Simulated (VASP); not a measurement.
Set up this calculation in VASP 6.6.1, as the native input.

```yaml
Task: relaxation of cell and atoms
Functional: rev-vdW-DF2
Potentials_or_basis: VASP PAW PBE potentials, release 64 (Na_pv, La, Mn_pv, Mo_sv, O)
Cutoff: 600 eV
k_mesh: 7 × 7 × 7
Occupations: fermi-dirac, width 0.05 eV
Spin: collinear spin, ferromagnetic start
Starting_moments: "[0.0, 0.0, 4.0, 1.0, 0.0, 0.0, 0.0, 0.0, 0.0, 0.0] μB"
Further_INCAR_settings: ALGO = Normal; EDIFF = 1e-06; IBRION = 2; EDIFFG = -0.005; NSW = 40; ISIF = 3
```

The structure of NaLaMnMoO6 lies in POSCAR:

```
NaLaMnMoO6
1.0
   -2.7229400000      2.7229400000      3.8988900000
    2.7229400000     -2.7229400000      3.8988900000
    2.7229400000      2.7229400000     -3.8988900000
Na La Mn Mo O
1 1 1 1 6
Direct
    0.2500000000      0.7500000000      0.5000000000
    0.7500000000      0.2500000000      0.5000000000
    0.5000000000      0.5000000000      0.0000000000
    0.0000000000      0.0000000000      0.0000000000
    0.2076600000      0.2960700000      0.5037100000
    0.2960500000      0.7923400000      0.0884100000
    0.7923600000      0.7039500000      0.4962900000
    0.7039300000      0.2076400000      0.9115900000
    0.2519400000      0.2519400000      0.0000000000
    0.7480600000      0.7480600000      0.0000000000
```

The cell was built by a generator and needn't be a form met in nature.

The input as run:

INCAR

```
AGGAC = 0.0 ; ALGO = Normal
EDIFF = 1E-6 ; EDIFFG = -0.005
ENCUT = 600 ; GGA = MK
IBRION = 2 ; ISIF = 3
ISMEAR = -1 ; ISPIN = 2
KPAR = 4 ; LASPH = True
LCHARG = False ; LMAXMIX = 6
LORBIT = 11 ; LREAL = False
LUSE_VDW = True ; LWAVE = False
MAGMOM = 0 0 4 1 0 0 0 0 0 0 ; NELM = 150
NSW = 40 ; PARAM1 = 0.1234
PARAM2 = 0.711357 ; PREC = Accurate
SIGMA = 0.05 ; ZAB_VDW = -1.8867
```

KPOINTS

```
k-points
0
Gamma
  7 7 7
```

Potentials or basis: VASP PAW PBE potentials, release 64 (Na_pv, La, Mn_pv, Mo_sv, O).

The run is started by

```sh
$ cat potpaw_PBE.64/Na_pv/POTCAR potpaw_PBE.64/La/POTCAR potpaw_PBE.64/Mn_pv/POTCAR potpaw_PBE.64/Mo_sv/POTCAR potpaw_PBE.64/O/POTCAR > POTCAR
$ mpirun -np 4 vasp_std > vasp.out
```

Results of the run:

```
Relaxed volume                                        : 11.30 Å³/atom
Relaxed cell                                          : a = 5.438 Å, b = 5.438 Å, c = 5.438 Å, α = 120.40°, β = 120.40°, γ = 89.31°
Space group after relaxing (to 0.05 Å)                : I-4 (No. 82)
Energy gained by relaxing                             : 3.0 meV/atom
Ionic steps                                           : 10
Pressure after relaxing                               : 0.0 GPa
Largest force after relaxing                          : 0.004 eV/Å
Band gap on the k mesh                                : none (metal or under the smearing width)
Net moment                                            : 1.47 μB per cell
Site moments                                          : Na +0.00; La -0.02; Mn +2.03; Mo -0.59; O +0.01, +0.00 μB
Valence electrons inside the program's atomic spheres : Na 6.03; La 8.48; Mn 11.76; Mo 12.39; O 5.03
```

Caveat: the PAW data sets were made with another functional, which shifts forces and pressure a little; a cell with one magnetic atom can't hold antiferromagnetic order, which such compounds often take; semilocal functionals often make such compounds metallic where correlation or magnetic order opens a gap, which also shifts bond lengths.

Run time: 34 min on 4 MPI ranks on AMD EPYC 9R45 (Zen 5), with other jobs on the host, peak memory 1.4 GiB a rank.
